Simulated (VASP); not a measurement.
Level of theory: LDA (Ceperley-Alder, Perdew-Zunger), VASP's LDA PAW potentials (set 64) (plane waves; VASP).

VASP ran on this input.

KPOINTS:
```
Automatic mesh
0
Gamma
17 17 9
0 0 0
```

File POSCAR:
```
Co
1
    1.2057954487    -2.0884991919     0.0000000000
    1.2057954487     2.0884991919     0.0000000000
    0.0000000000     0.0000000000     3.8881271795
Co
2
Direct
  0.3333330000   0.6666670000   0.2500000000
  0.6666670000   0.3333330000   0.7500000000
```

INCAR:
```
SYSTEM = Co
PREC = Accurate; ENCUT = 500; LREAL = F
LASPH = T
EDIFF = 1E-6; NELM = 100; ALGO = Normal
LMAXMIX = 4
ISMEAR = 1; SIGMA = 0.1
ISPIN = 2; MAGMOM = 2*1.5
IBRION = 2; NSW = 40; ISIF = 3
EDIFFG = -0.02; PSTRESS = 50
LWAVE = F; LCHARG = F; LORBIT = 10
```

POTCAR, in this order: Co (LDA.64 set). Program: vasp_std.

The resulting files:

**OSZICAR**
```
       N       E                     dE             d eps       ncg     rms          rms(c)
DAV:   1     0.760743262316E+02    0.76074E+02   -0.81424E+03 10236   0.160E+03
DAV:   2    -0.164351575049E+02   -0.92509E+02   -0.85595E+02  9921   0.257E+02
DAV:   3    -0.186094776896E+02   -0.21743E+01   -0.21145E+01 12014   0.556E+01
DAV:   4    -0.186443691777E+02   -0.34891E-01   -0.34883E-01 14299   0.536E+00
DAV:   5    -0.186447278579E+02   -0.35868E-03   -0.35867E-03 12308   0.510E-01    0.168E+01
DAV:   6    -0.166065414553E+02    0.20382E+01   -0.12568E+01 10901   0.760E+01    0.699E+00
DAV:   7    -0.162779061524E+02    0.32864E+00   -0.16284E+00 11524   0.261E+01    0.390E+00
DAV:   8    -0.162594235148E+02    0.18483E-01   -0.14638E-02 14171   0.138E+00    0.229E+00
DAV:   9    -0.162429268856E+02    0.16497E-01   -0.49889E-03 13099   0.115E+00    0.900E-01
DAV:  10    -0.162443380170E+02   -0.14111E-02   -0.30169E-04 14060   0.279E-01    0.683E-01
DAV:  11    -0.162461172741E+02   -0.17793E-02   -0.76128E-04 12161   0.516E-01    0.794E-02
DAV:  12    -0.162460949945E+02    0.22280E-04   -0.29367E-05 11863   0.543E-02    0.337E-02
DAV:  13    -0.162460997049E+02   -0.47104E-05   -0.16408E-06  8004   0.218E-02    0.215E-02
DAV:  14    -0.162460988301E+02    0.87484E-06   -0.92411E-07  6102   0.212E-02
   1 F= -.15634963E+02 E0= -.15635185E+02  d E =-.156350E+02  mag=     2.9340
```

File OUTCAR:
```
------------------------ aborting loop because EDIFF is reached ----------------------------------------
  FORCE on cell =-STRESS in cart. coord.  units (eV):
  Direction    XX          YY          ZZ          XY          YZ          ZX
  --------------------------------------------------------------------------------------
  Total        0.6086212      0.6086213      0.5942095      0.0000000      0.0000000     -0.0000000
  in kB       49.7942572     49.7942672     48.6151689      0.0000000      0.0000000     -0.0000000
  external PRESSURE =      -0.5987689 kB  Pullay stress =      50.0000000 kB
  volume of cell :       19.58
      direct lattice vectors                 reciprocal lattice vectors
     1.205795449 -2.088499192  0.000000000     0.414664030 -0.239406365  0.000000000
     1.205795449  2.088499192  0.000000000     0.414664030  0.239406365  0.000000000
     0.000000000  0.000000000  3.888127180     0.000000000  0.000000000  0.257193233
 POSITION                                       TOTAL-FORCE (eV/Angst)
 -----------------------------------------------------------------------------------
      1.20580      0.69617      0.97203        -0.000000     -0.000000      0.000000
      1.20580     -0.69617      2.91610         0.000000      0.000000      0.000000
 -----------------------------------------------------------------------------------
    total drift:                               -0.000000     -0.000008     -0.000031
  FREE ENERGIE OF THE ION-ELECTRON SYSTEM (eV)
  ---------------------------------------------------
  free  energy   TOTEN  =       -16.2460988301 eV

  energy  without entropy=      -16.2467656853  energy(sigma->0) =      -16.24632112
  enthalpy is  TOTEN    =       -15.6349628804 eV   P V=        0.6111359497

 total charge

# of ion       s       p       d       tot
------------------------------------------
    1        0.533   0.610   7.358   8.501
    2        0.533   0.610   7.358   8.501
--------------------------------------------------
tot          1.066   1.221  14.716  17.003

 magnetization (x)

# of ion       s       p       d       tot
------------------------------------------
    1       -0.014  -0.039   1.510   1.457
    2       -0.014  -0.039   1.510   1.457
--------------------------------------------------
tot         -0.028  -0.078   3.021   2.915

 reached required accuracy - stopping structural energy minimisation
```
(Selected blocks of OUTCAR.)

The compound is Co in the hcp structure. It was relaxed first under an external pressure of 5 GPa.
